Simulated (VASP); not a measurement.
The input files of a VASP run:

### INCAR
```
SYSTEM=Ru
PREC=Accurate; ENCUT=520; LREAL=.FALSE.
LASPH=.TRUE.
EDIFF=1E-7; NELM=100; ALGO=Normal
LMAXMIX=4
ISMEAR=1; SIGMA=0.1
GGA=RE
IBRION=2; NSW=30; ISIF=4
EDIFFG=-0.01
LWAVE=.FALSE.; LCHARG=.FALSE.
```

File KPOINTS:
```
Automatic mesh
0
gamma
  15 15 9
```

### POSCAR
```
Ru
1
    1.3792957504    -2.3890104795     0.0000000000
    1.3792957504     2.3890104795     0.0000000000
    0.0000000000     0.0000000000     4.3466900584
Ru
2
Direct
  0.3333330000   0.6666670000   0.2500000000
  0.6666670000   0.3333330000   0.7500000000
```

POTCAR, in this order: Ru_pv (PBE.64 set). Program: vasp_std.

Task: Translate this revPBE calculation to Quantum ESPRESSO's pw.x.

Result: One equivalent input (not run):
```
&CONTROL
  calculation = 'vc-relax'
  pseudo_dir = './pseudo'
  outdir = './out'
  tprnfor = .true.
  tstress = .true.
  nstep = 30
  forc_conv_thr = 0.00039
/
&SYSTEM
  ibrav = 0
  nat = 2
  ntyp = 1
  ecutwfc = 84
  occupations = 'smearing'
  smearing = 'methfessel-paxton'
  degauss = 0.00735
  input_dft = 'revpbe'
/
&ELECTRONS
  conv_thr = 7.3e-09
  electron_maxstep = 100
/
&IONS
/
&CELL
  cell_dofree = 'shape'
/
ATOMIC_SPECIES
  Ru 101.070 Ru.upf
CELL_PARAMETERS angstrom
     1.3792958   -2.3890105    0.0000000
     1.3792958    2.3890105    0.0000000
     0.0000000    0.0000000    4.3466901
ATOMIC_POSITIONS crystal
  Ru   0.3333330  0.6666670  0.2500000
  Ru   0.6666670  0.3333330  0.7500000
K_POINTS automatic
  15 15 9 0 0 0
```
What does not carry over: the potentials are each code's own (VASP's PAW set, PseudoDojo norm-conserving files in pw.x), so ENCUT and ecutwfc are chosen apart and not converted; conv_thr bounds pw.x's estimated SCF error, while EDIFF bounds the energy change between steps; forc_conv_thr acts on force components and is met together with etot_conv_thr.

The compound is Ru in the hcp structure. This cell is one point of a volume scan, at 1.03 of the reference volume. Symmetry was kept, so distortions that lower it aren't found.
